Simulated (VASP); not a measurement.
Level of theory: rev-vdW-DF2, VASP's PBE PAW potentials (set 64) (plane waves; VASP).

VASP input:

**KPOINTS**
```
kpoints
0
gamma
9 9 9
```

POSCAR:
```
Cs
5.2721660
 -0.5773502522   0.5773502522   0.5773502522
  0.5773502522  -0.5773502522   0.5773502522
  0.5773502522   0.5773502522  -0.5773502522
Cs
1
direct
  0.0000000000   0.0000000000   0.0000000000
```

INCAR:
```
# general
SYSTEM   = Cs
PREC     = Accurate
ENCUT    = 520
LREAL    = .FALSE.
LASPH    = .TRUE.

# electronic loop
EDIFF    = 1E-7
NELM     = 100
ALGO     = Normal
LMAXMIX  = 4

# smearing
ISMEAR   = 1
SIGMA    = 0.1

# functional
GGA      = MK
LUSE_VDW = .TRUE.
AGGAC    = 0.0
PARAM1   = 0.1234568
PARAM2   = 0.7114
ZAB_VDW  = -1.8867

# ions
ISIF     = 2

# output
LWAVE    = .FALSE.
LCHARG   = .FALSE.
```

POTCAR, in this order: Cs_sv (PBE.64 set). Program: vasp_std.

The run wrote:

File OSZICAR:
```
       N       E                     dE             d eps       ncg     rms          rms(c)
DAV:   1     0.571666335014E+02    0.57167E+02   -0.29766E+03   560   0.787E+02
DAV:   2     0.648577097247E+01   -0.50681E+02   -0.49387E+02   768   0.121E+02
DAV:   3     0.179809708603E+01   -0.46877E+01   -0.46875E+01   576   0.458E+01
DAV:   4     0.173911498366E+01   -0.58982E-01   -0.58982E-01  1016   0.633E+00
DAV:   5     0.173904358994E+01   -0.71394E-04   -0.71392E-04   672   0.130E-01    0.159E-01
DAV:   6     0.173931860702E+01    0.27502E-03   -0.10537E-03   992   0.180E-01    0.104E-01
DAV:   7     0.173896303201E+01   -0.35558E-03   -0.32787E-03   720   0.316E-01    0.325E-02
DAV:   8     0.173881707216E+01   -0.14596E-03   -0.22874E-04   808   0.801E-02    0.777E-03
DAV:   9     0.173880460609E+01   -0.12466E-04   -0.15707E-05   856   0.169E-02    0.330E-03
DAV:  10     0.173880306039E+01   -0.15457E-05   -0.55016E-06   840   0.106E-02    0.920E-04
DAV:  11     0.173880295071E+01   -0.10967E-06   -0.16048E-07   872   0.216E-03    0.190E-04
DAV:  12     0.173880293031E+01   -0.20400E-07   -0.55867E-08   776   0.910E-04
   1 F= 0.17388029E+01 E0= 0.17391869E+01  d E =-.115180E-02
```

### OUTCAR
```
------------------------ aborting loop because EDIFF is reached ----------------------------------------
  FORCE on cell =-STRESS in cart. coord.  units (eV):
  Direction    XX          YY          ZZ          XY          YZ          ZX
  --------------------------------------------------------------------------------------
  Total       -0.0772747     -0.0772747     -0.0772747      0.0000000      0.0000000     -0.0000000
  in kB       -1.0974949     -1.0974949     -1.0974949      0.0000000      0.0000000     -0.0000000
  external PRESSURE =      -1.0974949 kB  Pullay stress =       0.0000000 kB
  volume of cell :      112.81
      direct lattice vectors                 reciprocal lattice vectors
    -3.043886370  3.043886370  3.043886370     0.000000000  0.164263688  0.164263688
     3.043886370 -3.043886370  3.043886370     0.164263688  0.000000000  0.164263688
     3.043886370  3.043886370 -3.043886370     0.164263688  0.164263688  0.000000000
 POSITION                                       TOTAL-FORCE (eV/Angst)
 -----------------------------------------------------------------------------------
      0.00000      0.00000      0.00000         0.000000      0.000000      0.000000
 -----------------------------------------------------------------------------------
    total drift:                                0.000000      0.000000     -0.000000
  FREE ENERGIE OF THE ION-ELECTRON SYSTEM (eV)
  ---------------------------------------------------
  free  energy   TOTEN  =         1.7388029303 eV

  energy  without entropy=        1.7399547265  energy(sigma->0) =        1.73918686
```
(Selected blocks of OUTCAR.)

The compound is Cs in the bcc structure. This cell is one point of a volume scan, at 1.06 of the reference volume.
